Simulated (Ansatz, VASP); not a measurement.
# Ti2SNO (Ti2NOS MXene monolayer) in two plane-wave programs, part 2 of 2

One calculation is typed for both programs; each brings its own data sets. How far apart do they land? Of the first pair: The structure shown is the start of the Ansatz relaxation below; VASP solves that cell, so the two are compared at the walk's first step.

VASP 6.6.1 and Ansatz 0.2.0.

So far: Set-up; Ansatz: relaxation, PBE with D3(BJ).

## (3) VASP: single point, PBE with D3(BJ), start cell, pair 1

Level of this step: PBE with D3(BJ), zero-moment start; plane waves and PAW (S, Ti_sv, N, O) (VASP).

The same cell, functional, mesh and smearing now go to VASP, with its own data sets.

Lines of VASP's logs that name or quote its potential files are left out, and so is its time.

File INCAR:

```
SYSTEM = Ti2SNO
PREC = Accurate
ENCUT = 520
EDIFF = 1E-06
NELM = 200
ISMEAR = -1
SIGMA = 0.05
LREAL = .FALSE.
ALGO = Normal
GGA = PE
IVDW = 12
NBANDS = 29
ISPIN = 2
MAGMOM = 0 -0 -0 0 0
LASPH = .TRUE.
LMAXMIX = 4
LORBIT = 11
LWAVE = .FALSE.
LCHARG = .FALSE.
ISIF = 2
LDIPOL = .TRUE.
IDIPOL = 3
DIPOL = 0.5 0.5 0.505
LVHAR = .TRUE.
GGA_COMPAT = .FALSE.
NELMDL = -8
KPAR = 2
```

File POSCAR:

```
Ti2SNO
1.0
    3.0287400000      0.0000000000      0.0000000000
   -1.5143700000      2.6229660000      0.0000000000
    0.0000000000      0.0000000000     41.6256470000
S Ti N O
1 2 1 1
Direct
    0.3333333333      0.6666666667      0.4360292586
    0.6666666666      0.3333333334      0.4786151672
    0.3333333333      0.6666666667      0.5360345750
    1.0000000000      0.0000000000      0.5073248711
    0.6666666666      0.3333333334      0.5639707414
```

File KPOINTS:

```
Automatic mesh
0
Gamma
12 12 1
0 0 0
```

Potentials, in the order of the species: S, Ti_sv, N and O (PBE family, release 64).

On the command line:

```sh
$ mpirun -np 2 vasp_std
```

Numbers of over 12 decimals in the logs are rounded to 6 here.

Output:

```text
[banner, memory and clock lines left out]
running    2 mpi-ranks, on    1 nodes
 distrk:  each k-point on    1 cores,    2 groups
 distr:  one band on    1 cores,    1 groups

 POSCAR found type information on POSCAR S TiN O
 POSCAR found :  4 types and       5 ions
 LDA part: xc-table for (Slater+PW92), standard interpolation
 POSCAR, INCAR and KPOINTS ok, starting setup
 FFT: planning ... GRIDC
 FFT: planning ... GRID_SOFT
 FFT: planning ... GRID
 WAVECAR not read
 entering main loop
       N       E                     dE             d eps       ncg     rms          rms(c)
DAV:   1     0.432485787991E+03    0.43249E+03   -0.19406E+04  2692   0.115E+03
DAV:   2     0.212619395527E+02   -0.41122E+03   -0.40032E+03  2809   0.341E+02
DAV:   3    -0.464980769869E+02   -0.67760E+02   -0.66806E+02  3406   0.135E+02
DAV:   4    -0.520153170036E+02   -0.55172E+01   -0.55009E+01  3438   0.354E+01
DAV:   5    -0.524633013324E+02   -0.44798E+00   -0.44787E+00  3185   0.760E+00
DAV:   6    -0.524742165771E+02   -0.10915E-01   -0.10915E-01  3412   0.158E+00
DAV:   7    -0.524746175531E+02   -0.40098E-03   -0.40096E-03  3211   0.228E-01
DAV:   8    -0.524746232621E+02   -0.57089E-05   -0.57087E-05  3500   0.345E-02    0.251E+01
DAV:   9    -0.448837976234E+02    0.75908E+01   -0.86097E+01  2979   0.694E+01    0.157E+01
DAV:  10    -0.439373470332E+02    0.94645E+00   -0.49879E+01  3166   0.485E+01    0.980E+00
DAV:  11    -0.420765981261E+02    0.18607E+01   -0.81552E+00  3086   0.198E+01    0.505E+00
DAV:  12    -0.421740485629E+02   -0.97450E-01   -0.36677E+00  3542   0.132E+01    0.390E+00
DAV:  13    -0.421351494345E+02    0.38899E-01   -0.31210E+00  3536   0.132E+01    0.339E+00
DAV:  14    -0.419474311240E+02    0.18772E+00   -0.18716E+00  3030   0.626E+00    0.126E+00
[...]
DAV:  27    -0.419327976739E+02   -0.16416E-04   -0.68078E-07  1613   0.443E-03    0.298E-03
DAV:  28    -0.419328106373E+02   -0.12963E-04   -0.80692E-07  1933   0.539E-03    0.314E-03
DAV:  29    -0.419328176277E+02   -0.69903E-05   -0.47263E-07  1428   0.447E-03    0.145E-03
DAV:  30    -0.419328220099E+02   -0.43822E-05   -0.25043E-07  1442   0.213E-03    0.976E-04
DAV:  31    -0.419328251899E+02   -0.31800E-05   -0.17828E-07  1470   0.230E-03    0.492E-04
DAV:  32    -0.419328275777E+02   -0.23879E-05   -0.98838E-08  1353   0.137E-03    0.481E-04
DAV:  33    -0.419328287101E+02   -0.11323E-05   -0.42913E-08  1297   0.909E-04    0.629E-04
DAV:  34    -0.419328291960E+02   -0.48593E-06   -0.16682E-08  1212   0.774E-04
   1 F= -.43426458E+02 E0= -.43414923E+02  d E =-.230685E-01  mag=     0.0000
```

OUTCAR, selected parts (step 3):

```text
ion  position               nearest neighbor table
   1  0.333  0.667  0.436-   2 2.49   2 2.49   2 2.49
   2  0.667  0.333  0.479-   4 2.12   4 2.12   4 2.12   1 2.49   1 2.49   1 2.49
   3  0.333  0.667  0.536-   5 2.10   5 2.10   5 2.10   4 2.12   4 2.12   4 2.12
   4  0.000  0.000  0.507-   3 2.12   2 2.12   3 2.12   2 2.12   2 2.12   3 2.12
   5  0.667  0.333  0.564-   3 2.10   3 2.10   3 2.10

  LATTYP: Found a hexagonal cell.
 ALAT       =     3.0287400000
 C/A-ratio  =    13.7435524343

 Subroutine GETGRP returns: Found  6 space group operations
 (whereof  6 operations were pure point group operations)

The static configuration has the point symmetry C_3v.

 Found     19 irreducible k-points:

   k-points           NKPTS =     19   k-points in BZ     NKDIM =     19   number of bands    NBANDS=     29

   dimension x,y,z NGX =    24 NGY =   24 NGZ =  320
   dimension x,y,z NGXF=    48 NGYF=   48 NGZF=  640

   ENCUT  =  520.0 eV  38.22 Ry    6.18 a.u.   5.63  5.63 77.40*2*pi/ulx,y,z

   NELECT =      41.0000    total number of electrons

 k-points in reciprocal lattice and weights: Automatic mesh
   0.00000000  0.00000000  0.00000000       0.007
   0.08333333  0.00000000  0.00000000       0.042
   0.16666667  0.00000000  0.00000000       0.042
   0.25000000  0.00000000  0.00000000       0.042
   0.33333333  0.00000000  0.00000000       0.042
   0.41666667  0.00000000  0.00000000       0.042
   0.50000000  0.00000000  0.00000000       0.021
   0.08333333  0.08333333  0.00000000       0.042
   0.16666667  0.08333333  0.00000000       0.083
[...]
0.33333333  0.25000000  0.00000000       0.083
   0.33333333  0.33333333  0.00000000       0.014

 dipolmoment           0.000000      0.000000      0.079874 electrons x Angstroem

 average (electrostatic) potential at core
       1 -95.2162       2 -85.1524       3 -85.8663       4 -73.4076       5 -78.9344

 E-fermi :  -3.9231

 spin component 1
 k-point     1 :       0.0000    0.0000    0.0000
  band No.  band energies     occupation
    ...
     14      -8.5437      1.00000
     15      -7.6722      1.00000
     16      -6.2638      1.00000
     17      -6.2638      1.00000
     18      -6.2245      1.00000
     19      -3.6780      0.00737
     20      -3.6780      0.00737
     21      -3.4981      0.00020
     22      -3.3100      0.00000
     23      -3.3100      0.00000
    ...

 k-point     2 :       0.0833    0.0000    0.0000
  band No.  band energies     occupation
    ...
     15      -7.5095      1.00000
     16      -6.7638      1.00000
     17      -6.3176      1.00000
     18      -5.9617      1.00000
     19      -4.2504      0.99856
     20      -3.8943      0.35984
     21      -3.6202      0.00233
     22      -3.0760      0.00000
     23      -3.0250      0.00000
     24      -2.3397      0.00000
    ...

 k-point     3 :       0.1667    0.0000    0.0000
  band No.  band energies     occupation
    ...
     17      -6.4498      1.00000
     18      -6.0880      1.00000
     19      -5.1491      1.00000
     20      -4.1102      0.97681
     21      -4.0110      0.85278
     22      -2.8900      0.00000
     23      -2.7976      0.00000
     24      -2.3777      0.00000
     25      -1.9478      0.00000
     26      -1.6782      0.00000
    ...

 k-point     4 :       0.2500    0.0000    0.0000
  band No.  band energies     occupation
    ...
     17      -6.5989      1.00000
     18      -6.5701      1.00000
     19      -5.9651      1.00000
     20      -4.4179      0.99995
     21      -4.2858      0.99929
     22      -2.6770      0.00000
     23      -2.6178      0.00000
     24      -2.3474      0.00000
     25      -1.6485      0.00000
     26      -1.6094      0.00000
    ...

 k-point     5 :       0.3333    0.0000    0.0000
  band No.  band energies     occupation
    ...
     17      -6.9372      1.00000
     18      -6.6115      1.00000
     19      -6.2852      1.00000
     20      -4.7127      1.00000
     21      -4.4506      0.99997
     22      -2.5322      0.00000
     23      -2.3418      0.00000
     24      -2.1246      0.00000
     25      -1.5613      0.00000
     26      -1.4690      0.00000
    ...

 k-point     6 :       0.4167    0.0000    0.0000
  band No.  band energies     occupation
    ...
     17      -7.1116      1.00000
     18      -6.6006      1.00000
     19      -6.3203      1.00000
     20      -4.8812      1.00000
     21      -4.5643      1.00000
     22      -2.5846      0.00000
     23      -2.0432      0.00000
     24      -1.7704      0.00000
     25      -1.3996      0.00000
     26      -1.3954      0.00000
    ...

 Edisp (eV)   -1.49363

  Total      -1.74026    -1.74026    -6.87766     0.00000     0.00000    -0.00000
  in kB      -8.43160    -8.43160   -33.32236     0.00000     0.00000    -0.00000
  external pressure =      -16.73 kB  Pullay stress =        0.00 kB

  energy-cutoff  :      520.00
  volume of cell :      330.69
      direct lattice vectors                 reciprocal lattice vectors
     3.028740000  0.000000000  0.000000000     0.330170302  0.190623897  0.000000000
    -1.514370000  2.622966000  0.000000000     0.000000000  0.381247794  0.000000000
     0.000000000  0.000000000 41.625647000     0.000000000  0.000000000  0.024023651

 POSITION                                       TOTAL-FORCE (eV/Angst)
 -----------------------------------------------------------------------------------
     -0.00000      1.74864     18.15000        -0.000000     -0.000000      1.877905
      1.51437      0.87432     19.92267        -0.000000      0.000000     -1.674055
     -0.00000      1.74864     22.31279        -0.000000     -0.000000      3.320963
      0.00000      0.00000     21.11773        -0.000000     -0.000000     -0.460967
      1.51437      0.87432     23.47565         0.000000     -0.000000     -3.063846
 -----------------------------------------------------------------------------------
    total drift:                                0.000001     -0.000005      0.000508

  FREE ENERGIE OF THE ION-ELECTRON SYSTEM (eV)
  ---------------------------------------------------
  free  energy   TOTEN  =       -43.4264577131 eV

  energy  without entropy=      -43.4033892439  energy(sigma->0) =      -43.41492348

 vacuum level on the upper side and lower side of the slab         3.517         1.698

 total charge
# of ion       s       p       d       tot
------------------------------------------
    1        1.377   2.286   0.000   3.662
    2        2.182   6.204   1.953  10.339
    3        2.184   6.218   1.807  10.209
    4        1.252   2.499   0.000   3.750
    5        1.581   3.334   0.000   4.915
--------------------------------------------------
tot          8.575  20.540   3.760  32.875

 magnetization (x)
# of ion       s       p       d       tot
------------------------------------------
    1       -0.000   0.000   0.000   0.000
    2        0.000   0.000   0.000   0.000
    3       -0.000   0.000   0.000   0.000
    4       -0.000  -0.000   0.000  -0.000
    5       -0.000  -0.000   0.000  -0.000
--------------------------------------------------
tot         -0.000  -0.000   0.000   0.000

[... 4 further parts left out ...]
```

This run allows spin, but its moments start at zero, where symmetry between the spins tends to hold them, although Ti can carry a moment. Its electron count is odd, so without a moment it is a metal by construction.

## (4) Comparison

Known differences besides the potentials themselves: Ansatz cuts the interaction across the vacuum, VASP repeats the sheet with a dipole correction; the cutoff is 420 eV in Ansatz and 520 eV in VASP. Total energies have different zeros and are not compared.

Forces (eV/Å; atoms numbered as in POSCAR):

| atom | Ansatz x, y, z | VASP x, y, z |
| --- | --- | --- |
| S1 | 0.000, 0.000, 1.874 | 0.000, 0.000, 1.878 |
| Ti2 | 0.000, 0.000, -1.641 | 0.000, 0.000, -1.674 |
| Ti3 | 0.000, 0.000, 3.331 | 0.000, 0.000, 3.321 |
| N4 | 0.000, 0.000, -0.453 | 0.000, 0.000, -0.461 |
| O5 | 0.000, 0.000, -3.111 | 0.000, 0.000, -3.064 |

The forces differ by 15 meV/Å r.m.s., which is 1.1 % of the r.m.s. force of 1.341 eV/Å (both taken over all components). Moments aren't recorded for both runs of this pair, so they may hold unlike magnetic states. With vacuum in the cell, a pressure given here is an average over mostly empty space and none of the material.

## (5) Ansatz: relaxation, PBE with D3(BJ)

This run makes the geometry at which the two programs are then compared.

The structure compared here is the end of the Ansatz relaxation.

File input.yaml:

```yaml
crystal:
  lattice:
    - [3.02874, 0.0, 0.0]
    - [-1.51437, 2.6229657815, 0.0]
    - [0.0, 0.0, 41.625646757]
  atoms:
    - { symbol: S, position: [0.3333333333, 0.6666666667, 0.4360292611] }
    - { symbol: Ti, position: [0.6666666667, 0.3333333333, 0.4786151695], spin: 1.0 }
    - { symbol: "N", position: [0.0, 0.0, 0.5073248763] }
    - { symbol: Ti, position: [0.3333333333, 0.6666666667, 0.536034583], spin: 1.0 }
    - { symbol: O, position: [0.6666666667, 0.3333333333, 0.5639707389] }
  periodic: [true, true, false]
magnetization:
  spin_polarized: true
kpoints:
  mp_grid: { grid: [12, 12, 1] }
hamiltonian:
  xc: pbe
  dispersion: d3bj
scf:
  occupations: { method: fermi_dirac, width: 0.05 }
  convergence: { dr2_threshold: 1.0e-09 }
relax:
  f_tol: 0.004
  max_steps: 90
  cell: {}
output:
  write_potential: true
  write_density: true
  volumetric_format: npy
```

On the command line:

```sh
$ ansatz run input.yaml --threads 2 --pin off --max-ram 3072MiB --backend cpu --events-out ev --progress --plain --runs-dir out
```

Output:

```text
[...]
Crystal: 5 atoms, lattice volume = 330.686 Å³
Basis set: ecut = 420 eV, 6367 PW (Γ), exchange–correlation on 48×48×576 points (8 copies of the dense FFT grid, shifted against one another)
Bands: 27, of which v1, the nominal top of the filled ones, is band 21 counted from 1 (20 counted from 0)
[...]
cell:  # Å, volume = 335.9463 Å³
    - [3.052735, 0, 0]
    - [-1.526368, 2.643746, 0]
    - [0, 0, 41.625646757]
  atoms:
    - { symbol: S, position: [0.333333, 0.666667, 0.440453] }
    - { symbol: Ti, position: [0.666667, 0.333333, 0.478368] }
    - { symbol: N, position: [0, 0, 0.507215] }
    - { symbol: Ti, position: [0.333333, 0.666667, 0.536994] }
    - { symbol: O, position: [0.666667, 0.333333, 0.558944] }
[key lines of the parts left out:]
SCF converged after 5 iterations
Magnetization: -0.0000 μB (20.5000 up, 20.5000 down)
Free energy (F): -6861.249729 eV
Fermi energy:    -5.624409 eV
P = ½ c Tr σ = 0.0112 N/m
```

## (6) VASP: single point, PBE with D3(BJ), relaxed cell, pair 2

The same cell, functional, mesh and smearing now go to VASP, with its own data sets.

INCAR is that of step 3.

File POSCAR:

```
Ti2SNO
1.0
    3.0527350856      0.0000000000      0.0000000000
   -1.5263675428      2.6437461351      0.0000000000
    0.0000000000      0.0000000000     41.6256467570
S Ti N O
1 2 1 1
Direct
    0.3333333333      0.6666666667      0.4404526353
    0.6666666666      0.3333333334      0.4783680546
    0.3333333333      0.6666666667      0.5369943022
    1.0000000000      0.0000000000      0.5072153145
    0.6666666666      0.3333333334      0.5589443222
```

KPOINTS is that of step 3.

On the command line:

```sh
$ mpirun -np 2 vasp_std
```

Output:

```text
[... set-up lines as in an earlier step ...]
 entering main loop
       N       E                     dE             d eps       ncg     rms          rms(c)
DAV:   1     0.438564755724E+03    0.43856E+03   -0.19421E+04  2676   0.115E+03
DAV:   2     0.205477022984E+02   -0.41802E+03   -0.40614E+03  2835   0.341E+02
DAV:   3    -0.469183404904E+02   -0.67466E+02   -0.66610E+02  3289   0.136E+02
DAV:   4    -0.528486467276E+02   -0.59303E+01   -0.59169E+01  3503   0.376E+01
[...]
DAV:  32    -0.425091009791E+02   -0.39300E-05   -0.13264E-07  1531   0.108E-03    0.381E-04
DAV:  33    -0.425091020837E+02   -0.11045E-05   -0.26058E-08  1337   0.665E-04    0.265E-04
DAV:  34    -0.425091027987E+02   -0.71505E-06   -0.29257E-08  1267   0.721E-04
   1 F= -.44010499E+02 E0= -.44002804E+02  d E =-.153894E-01  mag=    -0.0000
```

OUTCAR, selected parts (step 6):

```text
 Edisp (eV)   -1.50140

  Total       0.12175     0.12175     0.05513    -0.00000    -0.00000     0.00000
  in kB       0.58065     0.58065     0.26292    -0.00000    -0.00000     0.00000
  external pressure =        0.47 kB  Pullay stress =        0.00 kB

 POSITION                                       TOTAL-FORCE (eV/Angst)
 -----------------------------------------------------------------------------------
     -0.00000      1.76250     18.33413        -0.000000     -0.000000     -0.000920
      1.52637      0.88125     19.91238         0.000000     -0.000000     -0.020210
     -0.00000      1.76250     22.35274        -0.000000      0.000000     -0.020145
      0.00000      0.00000     21.11317        -0.000000      0.000000     -0.007682
      1.52637      0.88125     23.26642         0.000000      0.000000      0.048958
 -----------------------------------------------------------------------------------
    total drift:                                0.000001     -0.000001      0.000162

  FREE ENERGIE OF THE ION-ELECTRON SYSTEM (eV)
  ---------------------------------------------------
  free  energy   TOTEN  =       -44.0104990685 eV

  energy  without entropy=      -43.9951096349  energy(sigma->0) =      -44.00280435

 magnetization (x)
# of ion       s       p       d       tot
------------------------------------------
    1        0.000  -0.000   0.000  -0.000
    2        0.000  -0.000  -0.000  -0.000
    3       -0.000  -0.000  -0.000  -0.000
    4        0.000   0.000   0.000   0.000
    5        0.000   0.000   0.000   0.000
--------------------------------------------------
tot          0.000   0.000  -0.000  -0.000

[... 1 part as in an earlier step ...]

[... 2 further parts left out ...]
[key lines of the parts left out:]
E-fermi :  -3.1581
```

## (7) Differences

At this near-relaxed geometry the largest component of a force difference is 50 meV/Å. With vacuum in the cell, a pressure given here is an average over mostly empty space and none of the material.

## (8) Outcome

```yaml
r_m_s_force_difference_single_point_pbe_with_d3_bj_start_cell_pair_1: 1.1 % of the r.m.s. force
r_m_s_force_difference_single_point_pbe_with_d3_bj_relaxed_cell_pair_2: 15 meV/Å
```

**Reading.** The r.m.s. force difference is 15 meV/Å (single point, PBE with D3(BJ), relaxed cell, pair 2), beyond the 12 meV/Å picked in this series as the mark of a large difference. What causes the difference of the single point, PBE with D3(BJ), relaxed cell, pair 2 pair stays open here. How closely two codes agree says nothing of how well the functional describes the real material.

[Lines on the potential files, build, host, timing and source positions are cut from VASP's logs without a mark.]

[Logs are printed without paths, hosts, clocks, repeated set-up lines and the standing remarks that a program may print on its own settings, such as how far it seeks lower states.]

[Hosts, paths, dates, database ids (printed as entryN), source tags and the programs' standing remarks are cut or masked in the printed files.]
